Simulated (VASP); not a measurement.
VASP input:

**POSCAR**
```
CsPbBr3
1.0
  6.1395632188   0.0000000000   0.0000000000
  0.0000000000   6.1395632188   0.0000000000
  0.0000000000   0.0000000000   6.1395632188
Cs Pb Br
1 1 3
direct
  0.0000000000   0.0000000000   0.0000000000
  0.5000000000   0.5000000000   0.5000000000
  0.5000000000   0.0000000000   0.5000000000
  0.0000000000   0.5000000000   0.5000000000
  0.5000000000   0.5000000000   0.0000000000
```

### KPOINTS
```
Automatic
0
gamma
4 4 4
0 0 0
```

INCAR:
```
! general
SYSTEM  = CsPbBr3
PREC    = Accurate
ENCUT   = 520
LREAL   = .FALSE.
LASPH   = .TRUE.

! electronic loop
EDIFF   = 1E-7
NELM    = 100
ALGO    = Normal
LMAXMIX = 4

! smearing
ISMEAR  = -5

! functional
GGA     = RP

! ions
ISIF    = 2

! output
LWAVE   = .FALSE.
LCHARG  = .TRUE.
LORBIT  = 11
NEDOS   = 601

! other
LEFG    = .TRUE.
```

POTCAR, in this order: Cs_sv Pb_d Br (PBE.64 set). Program: vasp_std.

Translate this RPBE calculation to Quantum ESPRESSO's pw.x.

One equivalent input (not run):
```
&CONTROL
  calculation = 'scf'
  pseudo_dir = './pseudo'
  outdir = './out'
  tprnfor = .true.
  tstress = .true.
/
&SYSTEM
  ibrav = 0
  nat = 5
  ntyp = 3
  ecutwfc = 62.5
  occupations = 'tetrahedra'
  input_dft = 'rpbe'
/
&ELECTRONS
  conv_thr = 7.3e-09
  electron_maxstep = 100
/
ATOMIC_SPECIES
  Cs 132.905 Cs.upf
  Pb 207.200 Pb.upf
  Br 79.904 Br.upf
CELL_PARAMETERS angstrom
     6.1395632    0.0000000    0.0000000
     0.0000000    6.1395632    0.0000000
     0.0000000    0.0000000    6.1395632
ATOMIC_POSITIONS crystal
  Cs   0.0000000  0.0000000  0.0000000
  Pb   0.5000000  0.5000000  0.5000000
  Br   0.5000000  0.0000000  0.5000000
  Br   0.0000000  0.5000000  0.5000000
  Br   0.5000000  0.5000000  0.0000000
K_POINTS automatic
  4 4 4 0 0 0
```
Limits of the translation: the potentials are each code's own (VASP's PAW set, PseudoDojo norm-conserving files in pw.x), so ENCUT and ecutwfc are chosen apart and not converted; conv_thr bounds pw.x's estimated SCF error, while EDIFF bounds the energy change between steps; the field gradients of LEFG aren't asked of the other code.

The compound is CsPbBr3 in the cubic perovskite structure, the ideal cubic form; the compound distorts at low or room temperature. It was relaxed first, which changed the volume by +14 %.
